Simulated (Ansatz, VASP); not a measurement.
SrMg2Bi2: VASP beside Ansatz

```xyz
5
Lattice="4.8959 0.0000 0.0000 -2.4479 4.2400 0.0000 0.0000 0.0000 7.7686" Properties=species:S:1:pos:R:3 pbc="T T T"
Sr    0.0000    0.0000    0.0000
Mg    2.4479    1.4133    2.9136
Mg    0.0000    2.8266    4.8550
Bi    2.4479    1.4133    5.8011
Bi    0.0000    2.8266    1.9675
```

Alike in both runs: task single point; functional LDA; k mesh 9 × 9 × 6; occupations gaussian, width 0.03 eV; no spin polarisation.

|  | VASP | Ansatz |
| --- | --- | --- |
| version | VASP 6.6.1 | Ansatz 0.2.0 |
| potentials or method | VASP PAW LDA potentials, release 64 (Sr_sv, Mg, Bi_d) | scalar-relativistic, plane waves, PAW |
| plane-wave cutoff (eV) | 520 | 420 |
| valence electrons in the cell | 44 | 60 |

|  | VASP | Ansatz | Ansatz less VASP |
| --- | --- | --- | --- |
| gap on the k mesh at the Fermi level (eV) | 0.31 | 0.29 | -0.022 |
| least direct gap on the mesh (eV) | 0.31 | 0.29 | -0.022 |
| pressure (GPa) | -2.3 | -2.1 | +0.16 |
| largest component of the traceless stress (GPa) | 1.50 | 1.53 | +0.033 |
| rms of the force components (eV/Å) | 0.087 | 0.090 | +0.0030 |

Atom by atom the forces differ by 0.010 eV/Å (rms over components). The two sets of potentials don't hold the same shells in valence.

Caveats: spin-orbit coupling is left out, which as a rule narrows the gap of such compounds by several tenths of an eV; an odd mesh through Γ misses points on the zone boundary, where band edges often lie.
